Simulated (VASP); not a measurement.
All values below come from PBEsol GGA, VASP's PBE PAW potentials (set 64) (plane waves; VASP).

VASP ran on this input.

File KPOINTS:
```
k-points along high-symmetry lines
15
Line-mode
Reciprocal
  0.000000   0.000000   0.000000 ! GAMMA
 -0.500000  -0.500000   0.000000 ! X

 -0.500000  -0.500000   0.000000 ! X
 -0.375000  -0.375000   0.250000 ! U

 -0.375000  -0.000000   0.375000 ! K
  0.000000   0.000000   0.000000 ! GAMMA

  0.000000   0.000000   0.000000 ! GAMMA
 -0.000000   0.000000   0.500000 ! L

 -0.000000   0.000000   0.500000 ! L
 -0.500000  -0.250000   0.250000 ! W

 -0.500000  -0.250000   0.250000 ! W
 -0.500000  -0.500000   0.000000 ! X
```

INCAR:
```
SYSTEM  =  GaP
PREC  =  Accurate; ENCUT  =  520; LREAL  =  .FALSE.
LASPH  =  .TRUE.; ICHARG  =  11
EDIFF  =  1E-7; NELM  =  100; ALGO  =  Normal
LMAXMIX  =  4
ISMEAR  =  0; SIGMA  =  0.05
GGA  =  PS
LWAVE  =  .FALSE.; LCHARG  =  .FALSE.; LORBIT  =  11
```

### POSCAR
```
GaP
1
    0.0000000000     2.7185917594     2.7185917594
    2.7185917594     0.0000000000     2.7185917594
    2.7185917594     2.7185917594     0.0000000000
Ga P
1 1
Direct
  0.0000000000   0.0000000000   0.0000000000
  0.2500000000   0.2500000000   0.2500000000
```

POTCAR, in this order: Ga_d P (PBE.64 set). Program: vasp_std. Read from the step before: CHGCAR.

What VASP printed:

File OSZICAR:
```
       N       E                     dE             d eps       ncg     rms          rms(c)
DAV:   1     0.807363077152E+02    0.80736E+02   -0.94813E+03  2390   0.201E+03
DAV:   2    -0.195896215794E+01   -0.82695E+02   -0.79278E+02  2580   0.343E+02
DAV:   3    -0.827737120530E+01   -0.63184E+01   -0.61744E+01  2910   0.746E+01
DAV:   4    -0.839537910611E+01   -0.11801E+00   -0.11793E+00  2842   0.110E+01
DAV:   5    -0.839815126082E+01   -0.27722E-02   -0.27720E-02  2896   0.141E+00
DAV:   6    -0.839829162469E+01   -0.14036E-03   -0.14036E-03  3409   0.279E-01
DAV:   7    -0.839829302162E+01   -0.13969E-05   -0.13969E-05  2999   0.241E-02
DAV:   8    -0.839829304359E+01   -0.21972E-07   -0.21560E-07  2459   0.325E-03
   1 F= -.83982930E+01 E0= -.83982930E+01  d E =-.218710E-10
```

### OUTCAR
```
 val. band max:        4.6430256794   @ k =   0.0000   0.0000   0.0000

 cond. band min:       6.0967165883   @ k =  -0.4286  -0.4286   0.0000



 k-point     1 :       0.0000    0.0000    0.0000
  band No.  band energies     occupation
      1      -9.9097      2.00000
      2      -9.9097      2.00000
      3      -9.9097      2.00000
      4      -9.8067      2.00000
      5      -9.8067      2.00000
      6      -7.9366      2.00000
      7       4.6430      2.00000
      8       4.6430      2.00000
      9       4.6430      2.00000
     10       6.4541      0.00000
     11       8.4684      0.00000
     12       8.4684      0.00000
     13       8.4684      0.00000

 k-point     2 :      -0.0357   -0.0357    0.0000
  band No.  band energies     occupation
      1      -9.9119      2.00000
      2      -9.9089      2.00000
      3      -9.9089      2.00000
      4      -9.8070      2.00000
      5      -9.8064      2.00000
      6      -7.9139      2.00000
      7       4.4280      2.00000
      8       4.5744      2.00000
      9       4.5744      2.00000
     10       6.6613      0.00000
     11       8.4003      0.00000
     12       8.5615      0.00000
     13       8.5615      0.00000

 k-point     3 :      -0.0714   -0.0714    0.0000
  band No.  band energies     occupation
      1      -9.9181      2.00000
      2      -9.9065      2.00000
      3      -9.9065      2.00000
      4      -9.8081      2.00000
      5      -9.8056      2.00000
      6      -7.8462      2.00000
      7       3.9493      2.00000
      8       4.3878      2.00000
      9       4.3878      2.00000
     10       7.1042      0.00000
     11       8.2229      0.00000
     12       8.8213      0.00000
     13       8.8213      0.00000

 k-point     4 :      -0.1071   -0.1071    0.0000
  band No.  band energies     occupation
      1      -9.9275      2.00000
      2      -9.9027      2.00000
      3      -9.9027      2.00000
      4      -9.8098      2.00000
...
```

The density is held fixed in this step, so its total energy and stress have no physical meaning.

The compound is GaP in the zinc blende structure. It was relaxed first.
